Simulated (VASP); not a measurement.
A convergence study with VASP on K (space group Im-3m): a few settings are varied, all else stays as given below, so the limit is that of these other settings.

```
K
1.0
   -2.65320     2.65320     2.65320
    2.65320    -2.65320     2.65320
    2.65320     2.65320    -2.65320
K
1
Direct
  0.00000   0.00000   0.00000
```

Method: PBE GGA, VASP's PBE PAW potentials (set 64) (plane waves; VASP). The last row used: 300 eV cut-off, 20×20×20 Γ-centred mesh, tetrahedra with Blöchl corrections, potentials K_sv.

| setting | E (eV/atom) | pressure (GPa) | irreducible k-points |
|---|---|---|---|
| 4×4×4 mesh | ? | ? | 8 |
| 5×5×5 mesh | -1.0532 | -0.18 | 10 |
| 6×6×6 mesh | -1.0550 | -0.18 | 16 |
| 7×7×7 mesh | -1.0465 | -0.21 | 20 |
| 9×9×9 mesh | ? | -0.18 | 35 |
| 11×11×11 mesh | -1.0451 | -0.18 | 56 |
| 13×13×13 mesh | -1.0451 | -0.18 | 84 |
| 16×16×16 mesh | -1.0453 | -0.18 | 145 |
| 20×20×20 mesh | -1.0453 | -0.18 | 256 |

**Question.** Complete the blanks.

**Answer.** 
- 9×9×9 mesh, E (eV/atom): -1.0452
- 4×4×4 mesh, E (eV/atom): -1.0692
- 4×4×4 mesh, pressure (GPa): -0.17

Left out are rungs that failed or repeat a setting and relaxations that didn't move; long series are thinned to 24 rows.

The structure is a typed K crystal (space group no. 229). The cell was not relaxed at this level.
